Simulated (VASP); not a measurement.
Computed with PBE GGA, VASP's PBE PAW potentials (set 64) (plane waves; VASP).

A VASP calculation is set up with these files.

**POSCAR**
```
SnSe2
3.9041850
  0.5002101591  -0.8659041516   0.0000000000
  0.5002101591   0.8659041516   0.0000000000
  0.0000000000   0.0000000000   1.6054905185
Sn Se
1 2
Cartesian
  0.0000000000   0.0000000000   0.0000000000
  0.5002101591   0.2886352945   0.4013726296
  0.5095150685  -0.2886352945   1.2041178889
```

**KPOINTS**
```
Automatic mesh
0
Gamma
6 6 3
0 0 0
```

### INCAR
```
SYSTEM = SnSe2
PREC = Accurate
ENCUT = 520
EDIFF = 1E-6
NELM = 100
ALGO = Normal
LREAL = .FALSE.
LASPH = .TRUE.
ISMEAR = 0
SIGMA = 0.05
GGA = PE
LMAXMIX = 4
LWAVE = .FALSE.
LCHARG = .FALSE.
ISIF = 2
```

POTCAR, in this order: Sn Se (PBE.64 set). Program: vasp_std.

Task: What does the run give for the energy per atom (σ→0), largest force?

Result: 
- energy per atom (σ→0): -3.954 eV/atom
- largest force: 0.138 eV/Å

File OSZICAR:
```
...
DAV:   6    -0.119006252700E+02    0.26649E+00   -0.31295E-01  1464   0.352E+00    0.298E+00
DAV:   7    -0.118641626323E+02    0.36463E-01   -0.13651E-01  1664   0.212E+00    0.987E-01
DAV:   8    -0.118609792499E+02    0.31834E-02   -0.65581E-03  1520   0.656E-01    0.215E-01
DAV:   9    -0.118612762847E+02   -0.29703E-03   -0.14146E-03  1628   0.283E-01    0.694E-02
DAV:  10    -0.118612930444E+02   -0.16760E-04   -0.68489E-05  1628   0.606E-02    0.278E-02
DAV:  11    -0.118613239279E+02   -0.30884E-04   -0.43012E-05  1540   0.484E-02    0.787E-03
DAV:  12    -0.118613247213E+02   -0.79333E-06   -0.18907E-06  1248   0.103E-02
   1 F= -.11861325E+02 E0= -.11861325E+02  d E =-.658274E-12
```

The compound is SnSe2 in the 1T layered structure. The cell was not relaxed at this level, atoms are displaced from their ideal sites. The run is one of a series of settings (ENCUT = 520, POTCAR Sn Se (PBE.64 set) against the base run), some of them coarse on purpose.
